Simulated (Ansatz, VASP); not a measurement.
# Ru (Ruthenium) in two plane-wave programs

One calculation is typed for both programs; each brings its own data sets. How far apart do they land? The cell is taken from a series of runs on this material, whose earlier steps may have relaxed, scaled, displaced or heated it; both programs get it as it stands.

Program: Ansatz 0.2.0. Level of theory: plane waves, with VASP 6.6.1 beside it; zone-centre phonons at LDA. Results are calculated unless marked as measured.

### 1. Set-up

It takes space group P6_3/mmc (No. 194, hexagonal). Conventional cell: a = 2.697 Å, b = 2.697 Å, c = 4.097 Å, α = 90.00°, β = 90.00°, γ = 120.00°. Ru has 12 Ru at 2.57 to 2.70 Å nearest.

Coordinates:

```xyz
2
Lattice="2.6966 0.0000 0.0000 -1.3483 2.3354 0.0000 0.0000 0.0000 4.0972" Properties=species:S:1:pos:R:3 pbc="T T T"
Ru    0.0000    1.5569    1.0243
Ru    1.3483    0.7785    3.0729
```

### 2. VASP: zone-centre phonons, LDA

Second derivatives magnify differences that forces hide, and they need a tight electronic threshold.

Lines of VASP's logs that name or quote its potential files are left out, and so is its time.

INCAR

```
SYSTEM = Ru
PREC = Accurate
ENCUT = 500
EDIFF = 1E-08
NELM = 120
ISMEAR = 1
SIGMA = 0.2
LREAL = .FALSE.
ALGO = Normal
GGA = CA
NBANDS = 20
LASPH = .TRUE.
LORBIT = 11
LWAVE = .FALSE.
LCHARG = .FALSE.
ISIF = 2
IBRION = 8
GGA_COMPAT = .FALSE.
KPAR = 2
```

POSCAR

```
Ru
1.0
    2.6966330702      0.0000000000      0.0000000000
   -1.3483165351      2.3353527435      0.0000000000
    0.0000000000      0.0000000000      4.0972312704
Ru
2
Direct
    0.3333333295      0.6666666705      0.2500000000
    0.6666666705      0.3333333295      0.7500000000
```

KPOINTS

```
Automatic mesh
0
Gamma
18 18 12
0 0 0
```

Potentials, in the order of the species: Ru_pv (LDA family, release 64).

On the command line:

```
$ mpirun -np 2 vasp_std
```

Numbers of over 12 decimals in the logs are rounded to 6 here.

Output:

```text
[banner, memory and clock lines left out]
running    2 mpi-ranks, on    1 nodes
 distrk:  each k-point on    1 cores,    2 groups
 distr:  one band on    1 cores,    1 groups

 POSCAR found type information on POSCAR Ru
 POSCAR found :  1 types and       2 ions
 LDA part: xc-table for (Slater(with rela. corr.)+CA(PZ))
 , standard interpolation
 POSCAR, INCAR and KPOINTS ok, starting setup
 FFT: planning ... GRIDC
 FFT: planning ... GRID_SOFT
 FFT: planning ... GRID
 WAVECAR not read
 entering main loop
       N       E                     dE             d eps       ncg     rms          rms(c)
DAV:   1     0.280872542319E+03    0.28087E+03   -0.17306E+04 10376   0.153E+03
DAV:   2    -0.168079575703E+02   -0.29768E+03   -0.28924E+03 10672   0.457E+02
DAV:   3    -0.227085740813E+02   -0.59006E+01   -0.58595E+01 11800   0.722E+01
DAV:   4    -0.227566528270E+02   -0.48079E-01   -0.48025E-01 13476   0.609E+00
DAV:   5    -0.227572912778E+02   -0.63845E-03   -0.63579E-03 11596   0.600E-01    0.209E+01
DAV:   6    -0.214400796057E+02    0.13172E+01   -0.30070E+00 11888   0.172E+01    0.609E+00
DAV:   7    -0.213505015486E+02    0.89578E-01   -0.56092E-01 11696   0.538E+00    0.122E+00
DAV:   8    -0.213393721309E+02    0.11129E-01   -0.26740E-02 11556   0.159E+00    0.344E-01
DAV:   9    -0.213390175623E+02    0.35457E-03   -0.60831E-04 11904   0.254E-01    0.306E-02
DAV:  10    -0.213390364006E+02   -0.18838E-04   -0.86360E-05 11568   0.943E-02    0.214E-02
DAV:  11    -0.213390344190E+02    0.19816E-05   -0.17398E-05 11640   0.412E-02    0.193E-03
DAV:  12    -0.213390343853E+02    0.33682E-07   -0.14718E-07 12012   0.396E-03    0.106E-03
DAV:  13    -0.213390343790E+02    0.63619E-08   -0.72185E-09  7468   0.898E-04
   1 F= -.21339034E+02 E0= -.21338890E+02  d E =-.433673E-03
 Linear response reoptimize wavefunctions to high precision
DAV:   1    -0.213390343821E+02   -0.30982E-08   -0.61055E-10  7200   0.262E-04
DAV:   2    -0.213390343821E+02    0.81855E-11   -0.40698E-11  6544   0.727E-05
 Linear response DOF=           2
 Linear response progress:
  Degree of freedom:   1/  2
       N       E                     dE             d eps       ncg     rms          rms(c)
RMM:   1    -0.505217357553E+00   -0.50522E+00    0.33796E+00 46379   0.594E+01
RMM:   2    -0.607514312056E+00   -0.10230E+00   -0.11725E-01 63634   0.289E+00    0.144E-01
RMM:   3    -0.606380496032E+00    0.11338E-02   -0.35879E-03 72435   0.498E-01    0.654E-02
RMM:   4    -0.605228077039E+00    0.11524E-02   -0.43846E-04 73162   0.167E-01    0.242E-02
RMM:   5    -0.605060977666E+00    0.16710E-03   -0.70620E-05 89180   0.435E-02    0.979E-03
RMM:   6    -0.604989501557E+00    0.71476E-04   -0.78047E-05 79714   0.128E-02    0.515E-03
RMM:   7    -0.604986858941E+00    0.26426E-05   -0.54780E-05 79272   0.715E-03    0.736E-04
RMM:   8    -0.605006508653E+00   -0.19650E-04   -0.33115E-05 94779   0.252E-03    0.329E-04
RMM:   9    -0.605013491819E+00   -0.69832E-05   -0.16090E-05 86961   0.106E-03    0.665E-05
RMM:  10    -0.605013987010E+00   -0.49519E-06   -0.85003E-06 98426   0.540E-04    0.199E-05
RMM:  11    -0.605014368440E+00   -0.38143E-06   -0.42557E-06 85808   0.308E-04    0.914E-06
RMM:  12    -0.605014397326E+00   -0.28886E-07   -0.24436E-06 91281   0.203E-04    0.465E-06
RMM:  13    -0.605014371139E+00    0.26187E-07   -0.14421E-06103247   0.144E-04    0.153E-06
RMM:  14    -0.605014408135E+00   -0.36996E-07   -0.86951E-07 97854   0.114E-04    0.791E-07
RMM:  15    -0.605014432046E+00   -0.23911E-07   -0.53360E-07106009   0.961E-05    0.247E-07
RMM:  16    -0.605014440808E+00   -0.87621E-08   -0.34201E-07104859   0.850E-05    0.207E-07
RMM:  17    -0.605014450734E+00   -0.99261E-08   -0.22392E-07101222   0.788E-05    0.566E-08
 first order change of Fermi-energy   0.22313E-05
 force on displaced ion       1 direction 1 :  -9.534   0.001   0.000
 Linear response progress:
  Degree of freedom:   2/  2
       N       E                     dE             d eps       ncg     rms          rms(c)
RMM:   1    -0.614164962860E+00   -0.61416E+00    0.38320E+00 15991   0.601E+01
RMM:   2    -0.728913586639E+00   -0.11475E+00   -0.13212E-01 22067   0.300E+00    0.147E-01
RMM:   3    -0.728548681582E+00    0.36491E-03   -0.31235E-06 25103   0.468E-01    0.744E-02
RMM:   4    -0.728089703184E+00    0.45898E-03    0.48936E-05 24812   0.164E-01    0.217E-02
RMM:   5    -0.727953607379E+00    0.13610E-03    0.49316E-04 29858   0.511E-02    0.139E-02
RMM:   6    -0.727927632430E+00    0.25975E-04    0.16864E-05 26714   0.166E-02    0.942E-03
RMM:   7    -0.727897980094E+00    0.29652E-04   -0.22973E-05 25607   0.102E-02    0.227E-03
RMM:   8    -0.727894572623E+00    0.34075E-05    0.13692E-05 29955   0.385E-03    0.681E-04
RMM:   9    -0.727904610317E+00   -0.10038E-04    0.87549E-06 28229   0.167E-03    0.867E-05
RMM:  10    -0.727905403265E+00   -0.79295E-06    0.11710E-05 29044   0.714E-04    0.409E-05
RMM:  11    -0.727907533286E+00   -0.21300E-05    0.29838E-06 30931   0.381E-04    0.115E-05
RMM:  12    -0.727908016429E+00   -0.48314E-06    0.12561E-06 29552   0.245E-04    0.402E-06
RMM:  13    -0.727908157002E+00   -0.14057E-06    0.11499E-06 34030   0.168E-04    0.172E-06
RMM:  14    -0.727908313614E+00   -0.15661E-06    0.50498E-07 33718   0.129E-04    0.168E-06
RMM:  15    -0.727908378273E+00   -0.64658E-07    0.51569E-07 31304   0.113E-04    0.111E-06
RMM:  16    -0.727908469413E+00   -0.91141E-07   -0.97296E-08 34643   0.987E-05    0.536E-07
RMM:  17    -0.727908458296E+00    0.11117E-07    0.10672E-07 30635   0.913E-05    0.310E-07
RMM:  18    -0.727908492674E+00   -0.34378E-07   -0.10707E-07 26851   0.864E-05    0.351E-07
RMM:  19    -0.727908489260E+00    0.34133E-08    0.27897E-08 27864   0.837E-05    0.278E-07
 first order change of Fermi-energy   0.12515E-03
 force on displaced ion       1 direction 3 :  -0.000   0.000 -18.851
 Linear response finished
```

From OUTCAR (step 2):

```text
ion  position               nearest neighbor table
   1  0.333  0.667  0.250-   2 2.57   2 2.57   2 2.57   2 2.57   2 2.57   2 2.57
   2  0.667  0.333  0.750-   1 2.57   1 2.57   1 2.57   1 2.57   1 2.57   1 2.57

  LATTYP: Found a hexagonal cell.
 ALAT       =     2.6966330702
 C/A-ratio  =     1.5193877564

 Subroutine GETGRP returns: Found 24 space group operations
 (whereof 12 operations were pure point group operations)

The static configuration has the point symmetry D_3d.
 The point group associated with its full space group is D_6h.

 Found    259 irreducible k-points:

   k-points           NKPTS =    259   k-points in BZ     NKDIM =    259   number of bands    NBANDS=     20

   dimension x,y,z NGX =    20 NGY =   20 NGZ =   30
   dimension x,y,z NGXF=    40 NGYF=   40 NGZF=   60

   ENCUT  =  500.0 eV  36.75 Ry    6.06 a.u.   4.92  4.92  7.47*2*pi/ulx,y,z

   NELECT =      28.0000    total number of electrons

 k-points in reciprocal lattice and weights: Automatic mesh
   0.00000000  0.00000000  0.00000000       0.000
   0.05555556  0.00000000  0.00000000       0.002
   0.11111111  0.00000000  0.00000000       0.002
   0.16666667  0.00000000  0.00000000       0.002
   0.22222222  0.00000000  0.00000000       0.002
   0.27777778  0.00000000  0.00000000       0.002
   0.33333333  0.00000000  0.00000000       0.002
   0.38888889  0.00000000  0.00000000       0.002
   0.44444444  0.00000000  0.00000000       0.002
[...]
0.33333333  0.27777778  0.50000000       0.003
   0.33333333  0.33333333  0.50000000       0.001

 average (electrostatic) potential at core
       1 -66.5526       2 -66.5526

  Total        0.1569618      0.1569618      3.4138063      0.0000000     -0.0000000      0.0000000
  in kB        9.7463015      9.7463015    211.9749955      0.0000000     -0.0000000      0.0000000
  external PRESSURE =      77.1558661 kB  Pullay stress =       0.0000000 kB

  energy-cutoff  :      500.00
  volume of cell :       25.80
      direct lattice vectors                 reciprocal lattice vectors
     2.696633070  0.000000000  0.000000000     0.370832803  0.214100419  0.000000000
    -1.348316535  2.335352744  0.000000000     0.000000000  0.428200837  0.000000000
     0.000000000  0.000000000  4.097231270     0.000000000  0.000000000  0.244067258

 POSITION                                       TOTAL-FORCE (eV/Angst)
 -----------------------------------------------------------------------------------
     -0.00000      1.55690      1.02431        -0.000000     -0.000000      0.000000
      1.34832      0.77845      3.07292         0.000000      0.000000      0.000000
 -----------------------------------------------------------------------------------
    total drift:                               -0.000005      0.000003     -0.000001

 Eigenvectors and eigenvalues of the dynamical matrix
 ----------------------------------------------------

   1 f  =    9.548288 THz    59.993663 2PiTHz  318.496604 cm-1    39.488528 meV
             X         Y         Z           dx          dy          dz
     -0.000000  1.556902  1.024308     0.000000    0.000000    0.707107
      1.348317  0.778451  3.072923     0.000000   -0.000000   -0.707107

   2 f  =    6.790494 THz    42.665930 2PiTHz  226.506486 cm-1    28.083212 meV
             X         Y         Z           dx          dy          dz
     -0.000000  1.556902  1.024308    -0.000006   -0.707107   -0.000000
      1.348317  0.778451  3.072923     0.000006    0.707107   -0.000000

   3 f  =    6.790494 THz    42.665930 2PiTHz  226.506486 cm-1    28.083212 meV
             X         Y         Z           dx          dy          dz
     -0.000000  1.556902  1.024308    -0.707107    0.000006   -0.000000
      1.348317  0.778451  3.072923     0.707107   -0.000006   -0.000000

   4 f  =    0.000000 THz     0.000001 2PiTHz    0.000004 cm-1     0.000001 meV
             X         Y         Z           dx          dy          dz
     -0.000000  1.556902  1.024308     0.014127   -0.679388    0.195531
      1.348317  0.778451  3.072923     0.014127   -0.679388    0.195531

   5 f  =    0.000000 THz     0.000000 2PiTHz    0.000002 cm-1     0.000000 meV
             X         Y         Z           dx          dy          dz
     -0.000000  1.556902  1.024308     0.706962    0.014243   -0.001589
      1.348317  0.778451  3.072923     0.706962    0.014243   -0.001589

   6 f/i=    0.000000 THz     0.000001 2PiTHz    0.000004 cm-1     0.000001 meV
             X         Y         Z           dx          dy          dz
     -0.000000  1.556902  1.024308     0.002412   -0.195522   -0.679533
      1.348317  0.778451  3.072923     0.002412   -0.195522   -0.679533

 ELASTIC MODULI CONTR FROM IONIC RELAXATION (kBar)
 Direction    XX          YY          ZZ          XY          YZ          ZX
 --------------------------------------------------------------------------------
 XX         -81.0517     81.0517      0.0000     -0.0000      0.0000      0.0000
 YY          81.0517    -81.0517     -0.0000      0.0000     -0.0000     -0.0000
 ZZ           0.0000     -0.0000     -0.0000      0.0000      0.0000      0.0000
 XY          -0.0000      0.0000      0.0000    -81.0517      0.0000      0.0000
 YZ           0.0000     -0.0000      0.0000      0.0000     -0.0000     -0.0000
 ZX           0.0000     -0.0000      0.0000      0.0000     -0.0000     -0.0000
 --------------------------------------------------------------------------------
```

(Continued in part 2 of 2.)

[Lines on the potential files, build, host, timing and source positions are cut from VASP's logs without a mark.]

[Logs are printed without paths, hosts, clocks, repeated set-up lines and the standing remarks that a program may print on its own settings, such as how far it seeks lower states.]

[Hosts, paths, dates, database ids (printed as entryN), source tags and the programs' standing remarks are cut or masked in the printed files.]
